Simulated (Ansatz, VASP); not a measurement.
# FeICl (1T-FeClI monolayer): VASP beside Ansatz, part 2 of 2

One calculation is typed for both programs; each brings its own data sets. How far apart do they land? The structure shown is the start of the Ansatz relaxation below; VASP solves that cell, so the two are compared at the walk's first step.

VASP 6.6.1 and Ansatz 0.2.0.

So far: Set-up; Ansatz: relaxation, PBE.

## 3. VASP: single point, PBE, start cell

Level of this step: PBE, spin-polarised from a ferromagnetic start; plane waves and PAW (I, Fe, Cl) (VASP).

The same cell, functional, mesh and smearing now go to VASP, with its own data sets.

Lines of VASP's logs that name or quote its potential files are left out, and so is its time.

INCAR

```
SYSTEM = FeICl
PREC = Accurate
ENCUT = 520
EDIFF = 1E-06
NELM = 200
ISMEAR = -1
SIGMA = 0.05
LREAL = .FALSE.
ALGO = Normal
GGA = PE
NBANDS = 21
ISPIN = 2
MAGMOM = 0.19 3.42 0.13
LASPH = .TRUE.
LMAXMIX = 4
LORBIT = 11
LWAVE = .FALSE.
LCHARG = .FALSE.
ISIF = 2
LDIPOL = .TRUE.
IDIPOL = 3
DIPOL = 0.5 0.5 0.359
LVHAR = .TRUE.
GGA_COMPAT = .FALSE.
NELMDL = -8
```

POSCAR

```
FeICl
1.0
    3.6039820000      0.0000000000      0.0000000000
   -1.8019910000      3.1211400000      0.0000000000
    0.0000000000      0.0000000000     29.0587690000
I Fe Cl
1 1 1
Direct
    0.6666666667      0.3333333333      0.3097171804
    0.0000000000      0.0000000000      0.3669643060
    0.3333333333      0.6666666667      0.4002022591
```

KPOINTS

```
Automatic mesh
0
Gamma
9 9 1
0 0 0
```

PAW data sets: I, Fe and Cl (PBE family, release 64).

Command:

```console
$ mpirun -np 1 vasp_std
```

Numbers of over 12 decimals in the logs are rounded to 6 here.

Output:

```text
[banner, memory and clock lines left out]
running    1 mpi-ranks, on    1 nodes
 distrk:  each k-point on    1 cores,    1 groups
 distr:  one band on    1 cores,    1 groups

 POSCAR found type information on POSCAR I FeCl
 POSCAR found :  3 types and       3 ions
 LDA part: xc-table for (Slater+PW92), standard interpolation
 POSCAR, INCAR and KPOINTS ok, starting setup
 FFT: planning ... GRIDC
 FFT: planning ... GRID_SOFT
 FFT: planning ... GRID
 WAVECAR not read
 entering main loop
       N       E                     dE             d eps       ncg     rms          rms(c)
DAV:   1     0.181441880794E+03    0.18144E+03   -0.66124E+03  1008   0.728E+02
DAV:   2     0.143272590760E+02   -0.16711E+03   -0.15458E+03  1303   0.173E+02
DAV:   3    -0.119526456495E+02   -0.26280E+02   -0.25708E+02  1427   0.743E+01
DAV:   4    -0.128717689048E+02   -0.91912E+00   -0.91604E+00  1326   0.186E+01
DAV:   5    -0.129001757097E+02   -0.28407E-01   -0.28400E-01  1501   0.310E+00
DAV:   6    -0.129009174250E+02   -0.74172E-03   -0.74170E-03  1415   0.458E-01
DAV:   7    -0.129009458973E+02   -0.28472E-04   -0.28472E-04  1608   0.819E-02
DAV:   8    -0.129009460443E+02   -0.14697E-06   -0.14671E-06  1322   0.610E-03    0.161E+01
DAV:   9    -0.134433082834E+02   -0.54236E+00   -0.15006E+01  1426   0.549E+01    0.214E+01
DAV:  10    -0.120803103329E+02    0.13630E+01   -0.10853E+01  1401   0.511E+01    0.906E+00
DAV:  11    -0.120362642322E+02    0.44046E-01   -0.69557E-01  1313   0.713E+00    0.408E+00
DAV:  12    -0.119815834181E+02    0.54681E-01   -0.39027E-01  1375   0.106E+01    0.167E+00
DAV:  13    -0.120254582514E+02   -0.43875E-01   -0.79030E-02  1276   0.198E+00    0.124E+00
DAV:  14    -0.120275183570E+02   -0.20601E-02   -0.21243E-02  1341   0.240E+00    0.399E-01
[...]
DAV:  31    -0.120443602272E+02   -0.83095E-04   -0.28458E-07  1012   0.183E-03    0.636E-04
DAV:  32    -0.120443816586E+02   -0.21431E-04   -0.21022E-08  1174   0.636E-04    0.377E-04
DAV:  33    -0.120443963957E+02   -0.14737E-04   -0.97227E-09  1087   0.444E-04    0.353E-04
DAV:  34    -0.120444024810E+02   -0.60854E-05   -0.60547E-09  1042   0.447E-04    0.187E-04
DAV:  35    -0.120444057747E+02   -0.32937E-05   -0.46430E-09  1065   0.250E-04    0.106E-04
DAV:  36    -0.120444087267E+02   -0.29519E-05   -0.85710E-09  1057   0.274E-04    0.981E-05
DAV:  37    -0.120444102438E+02   -0.15171E-05   -0.64139E-09  1061   0.255E-04    0.820E-05
DAV:  38    -0.120444105497E+02   -0.30595E-06   -0.86367E-10  1119   0.124E-04
   1 F= -.12044411E+02 E0= -.12036830E+02  d E =-.151601E-01  mag=     3.7594
```

From OUTCAR (step 3):

```text
ion  position               nearest neighbor table
   1  0.667  0.333  0.310-   2 2.66   2 2.66   2 2.66
   2  0.000  0.000  0.367-   3 2.29   3 2.29   3 2.29   1 2.66   1 2.66   1 2.66
   3  0.333  0.667  0.400-   2 2.29   2 2.29   2 2.29

  LATTYP: Found a hexagonal cell.
 ALAT       =     3.6039820000
 C/A-ratio  =     8.0629617462

 Subroutine GETGRP returns: Found  6 space group operations
 (whereof  6 operations were pure point group operations)

The static configuration has the point symmetry C_3v.

 Found     12 irreducible k-points:

   k-points           NKPTS =     12   k-points in BZ     NKDIM =     12   number of bands    NBANDS=     21

   dimension x,y,z NGX =    28 NGY =   28 NGZ =  216
   dimension x,y,z NGXF=    56 NGYF=   56 NGZF=  432

   ENCUT  =  520.0 eV  38.22 Ry    6.18 a.u.   6.70  6.70 54.03*2*pi/ulx,y,z

   NELECT =      22.0000    total number of electrons

 k-points in reciprocal lattice and weights: Automatic mesh
   0.00000000  0.00000000  0.00000000       0.012
   0.11111111  0.00000000  0.00000000       0.074
   0.22222222  0.00000000  0.00000000       0.074
   0.33333333  0.00000000  0.00000000       0.074
   0.44444444  0.00000000  0.00000000       0.074
   0.11111111  0.11111111  0.00000000       0.074
   0.22222222  0.11111111  0.00000000       0.148
   0.33333333  0.11111111  0.00000000       0.148
   0.44444444  0.11111111  0.00000000       0.074
   0.22222222  0.22222222  0.00000000       0.074
   0.33333333  0.22222222  0.00000000       0.148
   0.33333333  0.33333333  0.00000000       0.025

 dipolmoment           0.000000      0.000000      0.001649 electrons x Angstroem

 average (electrostatic) potential at core
       1 -98.9766       2 -52.4450       3 -99.5341

 E-fermi :  -2.6277

 spin component 1
 k-point     1 :       0.0000    0.0000    0.0000
  band No.  band energies     occupation
    ...
      7      -5.5605      1.00000
      8      -5.5605      1.00000
      9      -4.8581      1.00000
     10      -4.3696      1.00000
     11      -4.3696      1.00000
     12      -2.3110      0.00177
     13      -2.3110      0.00177
     14       0.4333      0.00000
     15       1.6154      0.00000
     16       1.8388      0.00000
    ...

 k-point     2 :       0.1111    0.0000    0.0000
  band No.  band energies     occupation
    ...
      8      -5.6692      1.00000
      9      -5.0836      1.00000
     10      -4.3976      1.00000
     11      -4.3864      1.00000
     12      -2.9578      0.99864
     13      -2.4534      0.02971
     14       0.8479      0.00000
     15       1.7719      0.00000
     16       2.1266      0.00000
     17       2.4467      0.00000
    ...

 k-point     3 :       0.2222    0.0000    0.0000
  band No.  band energies     occupation
    ...
      9      -5.1560      1.00000
     10      -4.5654      1.00000
     11      -4.5487      1.00000
     12      -3.7652      1.00000
     13      -2.6821      0.74829
     14       1.5979      0.00000
     15       2.0655      0.00000
     16       2.4078      0.00000
     17       2.9206      0.00000
     18       3.2173      0.00000
    ...

 k-point     4 :       0.3333    0.0000    0.0000
  band No.  band energies     occupation
    ...
      9      -5.3827      1.00000
     10      -4.8975      1.00000
     11      -4.8825      1.00000
     12      -3.6353      1.00000
     13      -2.7954      0.96623
     14       1.2529      0.00000
     15       2.4369      0.00000
     16       2.8451      0.00000
     17       3.5053      0.00000
     18       3.8728      0.00000
    ...

 k-point     5 :       0.4444    0.0000    0.0000
  band No.  band energies     occupation
    ...
      9      -5.5350      1.00000
     10      -5.1729      1.00000
     11      -5.0639      1.00000
     12      -3.3286      1.00000
     13      -2.8263      0.98154
     14       0.7832      0.00000
     15       2.3560      0.00000
     16       3.1620      0.00000
     17       4.0299      0.00000
     18       4.6293      0.00000
    ...

 k-point     6 :       0.1111    0.1111    0.0000
  band No.  band energies     occupation
    ...
      9      -5.1471      1.00000
     10      -4.5812      1.00000
     11      -4.3740      1.00000
     12      -3.4828      1.00000
     13      -2.8402      0.98593
     14       1.4696      0.00000
     15       2.0515      0.00000
     16       2.5729      0.00000
     17       2.8216      0.00000
     18       3.0727      0.00000
    ...

  Total        5.6554696      5.6554697      4.9861216      0.0000000      0.0000000      0.0000000
  in kB       27.7208268     27.7208274     24.4399535      0.0000000      0.0000000      0.0000000
  external PRESSURE =      26.6272025 kB  Pullay stress =       0.0000000 kB

  energy-cutoff  :      520.00
  volume of cell :      326.87
      direct lattice vectors                 reciprocal lattice vectors
     3.603982000  0.000000000  0.000000000     0.277470864  0.160197876  0.000000000
    -1.801991000  3.121140000  0.000000000     0.000000000  0.320395753  0.000000000
     0.000000000  0.000000000 29.058769000     0.000000000  0.000000000  0.034413020

 POSITION                                       TOTAL-FORCE (eV/Angst)
 -----------------------------------------------------------------------------------
      1.80199      1.04038      9.00000         0.000000     -0.000000     -1.719836
      0.00000      0.00000     10.66353        -0.000000     -0.000000     -0.494425
     -0.00000      2.08076     11.62939        -0.000000      0.000000      2.214260
 -----------------------------------------------------------------------------------
    total drift:                                0.000000     -0.000000     -0.000067

  FREE ENERGIE OF THE ION-ELECTRON SYSTEM (eV)
  ---------------------------------------------------
  free  energy   TOTEN  =       -12.0444105497 eV

  energy  without entropy=      -12.0292504130  energy(sigma->0) =      -12.03683048

 vacuum level on the upper side and lower side of the slab         2.112         2.086

 total charge
# of ion       s       p       d       tot
------------------------------------------
    1        1.523   2.795   0.049   4.367
    2        0.342   0.420   6.225   6.987
    3        1.599   3.565   0.000   5.164
--------------------------------------------------
tot          3.464   6.780   6.274  16.518

 magnetization (x)
# of ion       s       p       d       tot
------------------------------------------
    1        0.015   0.166   0.005   0.186
    2        0.017   0.027   3.153   3.197
    3        0.013   0.125   0.000   0.139
--------------------------------------------------
tot          0.045   0.318   3.158   3.522

[... 6 further parts left out ...]
```

The cell holds one magnetic atom, so no antiferromagnetic order fits into it.

## 4. Differences

Known differences besides the potentials themselves: VASP starts from the moments at which Ansatz ended; Ansatz cuts the interaction across the vacuum, VASP repeats the sheet with a dipole correction; the data sets hold 40 valence electrons in Ansatz (on its default PAW (the set named soft_2) files) and 22 in VASP; the cutoff is 420 eV in Ansatz and 520 eV in VASP. Total energies have different zeros and are not compared.

Forces (eV/Å; atoms numbered as in POSCAR):

```tsv
atom	Ansatz x, y, z	VASP x, y, z
I1	0.000, 0.000, -1.726	0.000, 0.000, -1.720
Fe2	0.000, 0.000, -0.472	0.000, 0.000, -0.494
Cl3	0.000, 0.000, 2.198	0.000, 0.000, 2.214
```

The forces differ by 9.3 meV/Å r.m.s., which is 1.0 % of the r.m.s. force of 0.949 eV/Å (both taken over all components). Moments aren't recorded for both runs of this pair, so they may hold unlike magnetic states. With vacuum in the cell, a pressure given here is an average over mostly empty space and none of the material.

## 5. Summary of results

```
r.m.s. force difference (single point, PBE, start cell) : 0.98 % of the r.m.s. force
```

What this shows: The r.m.s. force difference is 0.98 % of the r.m.s. force (single point, PBE, start cell), within the 3 % picked in this series as the mark of a large difference. The data sets hold unlike numbers of valence electrons (40 in Ansatz and 22 in VASP), so part of the differences comes from the potentials. 1 further run of this series is not shown here. How closely two codes agree says nothing of how well the functional describes the real material.

[Lines on the potential files, build, host, timing and source positions are cut from VASP's logs without a mark.]

[Logs are printed without paths, hosts, clocks, repeated set-up lines and the standing remarks that a program may print on its own settings, such as how far it seeks lower states.]

[Hosts, paths, dates, database ids (printed as entryN), source tags and the programs' standing remarks are cut or masked in the printed files.]
